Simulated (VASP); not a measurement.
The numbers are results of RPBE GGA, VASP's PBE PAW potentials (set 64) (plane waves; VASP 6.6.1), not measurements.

A VASP calculation is set up with these files.

INCAR:
```
SYSTEM=HfO2
PREC=Accurate; ENCUT=520; LREAL=.False.
LASPH=.True.
EDIFF=1E-7; NELM=100; ALGO=Normal
LMAXMIX=6
ISMEAR=-5
GGA=RP
ISIF=2
LWAVE=.False.; LCHARG=.True.; LORBIT=11
NEDOS=601
LEFG=.True.
```

**POSCAR**
```
HfO2
1
    0.0000000000     2.5535352123     2.5535352123
    2.5535352123     0.0000000000     2.5535352123
    2.5535352123     2.5535352123     0.0000000000
Hf O
1 2
Direct
  0.0000000000   0.0000000000   0.0000000000
  0.2500000000   0.2500000000   0.2500000000
  0.7500000000   0.7500000000   0.7500000000
```

**KPOINTS**
```
Automatic mesh
0
Gamma
8 8 8
0 0 0
```

POTCAR, in this order: Hf_pv O (PBE.64 set). Program: vasp_std.

The resulting files:

### OUTCAR
```
 ion  position               nearest neighbor table
   1  0.000  0.000  0.000-   3 2.21   3 2.21   3 2.21   2 2.21   3 2.21   2 2.21   2 2.21   2 2.21
  LATTYP: Found a face centered cubic cell.
 ALAT       =     5.1070704246
 Subroutine PRICEL returns:
 Original cell was already a primitive cell.
 Subroutine GETGRP returns: Found 48 space group operations
The static configuration has the point symmetry O_h .
The dynamic configuration has the point symmetry O_h .
 Subroutine INISYM returns: Found 48 space group operations
 Subroutine IBZKPT returns following result:
 Found     29 irreducible k-points:

 Following reciprocal coordinates:
            Coordinates               Weight
  0.000000  0.000000  0.000000      1.000000
  0.125000  0.000000  0.000000      8.000000
  0.250000  0.000000  0.000000      8.000000
  0.375000  0.000000  0.000000      8.000000
  0.500000  0.000000  0.000000      4.000000
  0.125000  0.125000  0.000000      6.000000
  0.250000  0.125000  0.000000     24.000000
  0.375000  0.125000  0.000000     24.000000
  0.500000  0.125000  0.000000     24.000000
 -0.375000  0.125000  0.000000     24.000000
...
```

File OSZICAR:
```
       N       E                     dE             d eps       ncg     rms          rms(c)
DAV:   1     0.975822394014E+02    0.97582E+02   -0.13034E+04   878   0.144E+03
DAV:   2    -0.310142142885E+02   -0.12860E+03   -0.12691E+03  1136   0.317E+02
DAV:   3    -0.346714566729E+02   -0.36572E+01   -0.36548E+01  1122   0.527E+01
DAV:   4    -0.346905646134E+02   -0.19108E-01   -0.19106E-01  1136   0.419E+00
DAV:   5    -0.346907273580E+02   -0.16274E-03   -0.16274E-03  1066   0.345E-01    0.457E+01
DAV:   6    -0.289945840196E+02    0.56961E+01   -0.30105E+01   975   0.385E+01    0.413E+01
DAV:   7    -0.289224949986E+02    0.72089E-01   -0.78149E-01  1101   0.821E+00    0.283E+01
DAV:   8    -0.289185692737E+02    0.39257E-02   -0.27507E-01  1073   0.548E+00    0.614E+00
DAV:   9    -0.289053778345E+02    0.13191E-01   -0.52321E-02  1045   0.204E+00    0.166E+00
DAV:  10    -0.289061257110E+02   -0.74788E-03   -0.64035E-03  1029   0.626E-01    0.400E-01
DAV:  11    -0.289060966100E+02    0.29101E-04   -0.43266E-04  1179   0.173E-01    0.285E-01
DAV:  12    -0.289061459544E+02   -0.49344E-04   -0.19743E-04  1088   0.975E-02    0.854E-02
DAV:  13    -0.289061483055E+02   -0.23512E-05   -0.41973E-06  1087   0.175E-02    0.264E-02
DAV:  14    -0.289061490616E+02   -0.75602E-06   -0.20082E-06  1010   0.108E-02    0.767E-03
DAV:  15    -0.289061489477E+02    0.11385E-06   -0.99687E-08   897   0.276E-03    0.243E-03
DAV:  16    -0.289061489216E+02    0.26122E-07   -0.15276E-08   659   0.101E-03
   1 F= -.28906149E+02 E0= -.28906149E+02  d E =0.000000E+00
```

**OUTCAR**
```
------------------------ aborting loop because EDIFF is reached ----------------------------------------
  FORCE on cell =-STRESS in cart. coord.  units (eV):
  Direction    XX          YY          ZZ          XY          YZ          ZX
  --------------------------------------------------------------------------------------
  Total       -0.0024693     -0.0024693     -0.0024693      0.0000000      0.0000000      0.0000000
  in kB       -0.1188015     -0.1188015     -0.1188015      0.0000000      0.0000000      0.0000000
  external PRESSURE =      -0.1188015 kB  Pullay stress =       0.0000000 kB
  volume of cell :       33.30
      direct lattice vectors                 reciprocal lattice vectors
     0.000000000  2.553535212  2.553535212    -0.195806973  0.195806973  0.195806973
     2.553535212  0.000000000  2.553535212     0.195806973 -0.195806973  0.195806973
     2.553535212  2.553535212  0.000000000     0.195806973  0.195806973 -0.195806973
 POSITION                                       TOTAL-FORCE (eV/Angst)
 -----------------------------------------------------------------------------------
      0.00000      0.00000      0.00000         0.000000     -0.000000      0.000000
      1.27677      1.27677      1.27677        -0.000000     -0.000000     -0.000000
      3.83030      3.83030      3.83030         0.000000      0.000000      0.000000
 -----------------------------------------------------------------------------------
    total drift:                                0.000000      0.000000      0.000000
  FREE ENERGIE OF THE ION-ELECTRON SYSTEM (eV)
  ---------------------------------------------------
  free  energy   TOTEN  =       -28.9061489216 eV

  energy  without entropy=      -28.9061489216  energy(sigma->0) =      -28.90614892

 total charge

# of ion       s       p       d       tot
------------------------------------------
    1        0.287   6.540   1.320   8.147
    2        1.565   3.550   0.000   5.115
    3        1.565   3.550   0.000   5.115
--------------------------------------------------
tot          3.417  13.640   1.320  18.377

 Electric field gradients after diagonalization (V/A^2)
 (convention: |V_zz| > |V_xx| > |V_yy|)
----------------------------------------------------------------------
 ion       V_xx      V_yy      V_zz     asymmetry (V_yy - V_xx)/ V_zz
----------------------------------------------------------------------
   1      -0.000    -0.000     0.000       0.000
   2       0.001     0.001    -0.003       0.000
   3       0.001     0.001    -0.003       0.000
```
(Selected blocks of OUTCAR.)

The compound is HfO2 in the fluorite structure, the high-temperature cubic form, which is unstable at 0 K; the monoclinic form is the stable one. It was relaxed first.
